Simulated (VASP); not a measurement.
# Ge: band structure with PBE

**Measured values to compare with.**

“Electronic and optical properties of SixGe1-x-ySny alloys lattice-matched to Ge”, 2021, arxiv:2109.02782 reports, for a bulk crystal of Ge at 300 K: band gap 0.807 eV (direct).

Ge:

```
CELL_PARAMETERS angstrom
0.00000 2.82891 2.82891
2.82891 0.00000 2.82891
2.82891 2.82891 0.00000
ATOMIC_POSITIONS crystal
Ge 0.00000 0.00000 0.00000
Ge 0.25000 0.25000 0.25000
```

```
Program                : VASP 6.6.1
Task                   : band structure
Functional             : PBE
Potentials or basis    : VASP PAW PBE potentials, release 64 (Ge_d)
Cutoff                 : 520 eV
k mesh                 : 10 × 10 × 10
Occupations            : gaussian, width 0.03 eV
Spin                   : no spin polarisation
Further INCAR settings : ALGO = Normal; EDIFF = 1e-07
```

| Property | Result |
| --- | --- |
| Pressure | 3.5 GPa |
| Band gap on the k mesh | 0.03 eV, direct |
| Band gap along the path | 0.03 eV, direct |

Levels at the corners of the path, in eV from the valence-band top:
| point | band 11 | band 12 | band 13 | band 14 | band 15 | band 16 | band 17 | band 18 |
| --- | --- | --- | --- | --- | --- | --- | --- | --- |
| Γ | -12.77 | 0.00 | 0.00 | 0.00 | 0.03 | 2.55 | 2.55 | 2.55 |
| X | -8.89 | -8.89 | -3.07 | -3.07 | 0.75 | 0.75 | 9.52 | 9.52 |
| X | -8.89 | -8.89 | -3.07 | -3.07 | 0.75 | 0.75 | 9.52 | 9.52 |
| W | -8.79 | -8.79 | -3.90 | -3.90 | 4.33 | 4.33 | 4.72 | 4.72 |
| W | -8.79 | -8.79 | -3.90 | -3.90 | 4.33 | 4.33 | 4.72 | 4.72 |
| K | -9.36 | -8.29 | -4.33 | -2.63 | 1.16 | 4.09 | 7.22 | 7.39 |
| K | -9.36 | -8.29 | -4.33 | -2.63 | 1.16 | 4.09 | 7.22 | 7.39 |
| Γ | -12.77 | 0.00 | 0.00 | 0.00 | 0.03 | 2.55 | 2.55 | 2.55 |
| Γ | -12.77 | 0.00 | 0.00 | 0.00 | 0.03 | 2.55 | 2.55 | 2.55 |
| L | -10.68 | -7.60 | -1.41 | -1.41 | 0.18 | 3.75 | 3.75 | 7.13 |
| L | -10.68 | -7.60 | -1.41 | -1.41 | 0.18 | 3.75 | 3.75 | 7.13 |
| U | -9.36 | -8.29 | -4.33 | -2.63 | 1.16 | 4.09 | 7.22 | 7.39 |
| U | -9.36 | -8.29 | -4.33 | -2.63 | 1.16 | 4.09 | 7.22 | 7.39 |
| W | -8.79 | -8.79 | -3.90 | -3.90 | 4.33 | 4.33 | 4.72 | 4.72 |
| W | -8.79 | -8.79 | -3.90 | -3.90 | 4.33 | 4.33 | 4.72 | 4.72 |
| L | -10.68 | -7.60 | -1.41 | -1.41 | 0.18 | 3.75 | 3.75 | 7.13 |
| L | -10.68 | -7.60 | -1.41 | -1.41 | 0.18 | 3.75 | 3.75 | 7.13 |
| K | -9.36 | -8.29 | -4.33 | -2.63 | 1.16 | 4.09 | 7.22 | 7.39 |
| U | -9.36 | -8.29 | -4.33 | -2.63 | 1.16 | 4.09 | 7.22 | 7.39 |
| X | -8.89 | -8.89 | -3.07 | -3.07 | 0.75 | 0.75 | 9.52 | 9.52 |

Wall time 19 s on 2 MPI ranks on Intel(R) Xeon(R) 6975P-C (Granite Rapids) (shared host), peak memory 0.19 GiB a rank.

Measured gap of Ge: 0.807 eV (direct; 300 K; “Electronic and optical properties of SixGe1-x-ySny alloys lattice-matched to Ge”, 2021, arxiv:2109.02782). This calculation gives 0.03 eV (-0.77 eV). 3 values of this kind are on record (0.666 to 0.807 eV); this one was drawn at random among those near their median. Spin-orbit coupling on Ge is left out. The value is that of PBE, without temperature or zero-point motion. Semilocal functionals fall short of measured gaps as a rule.
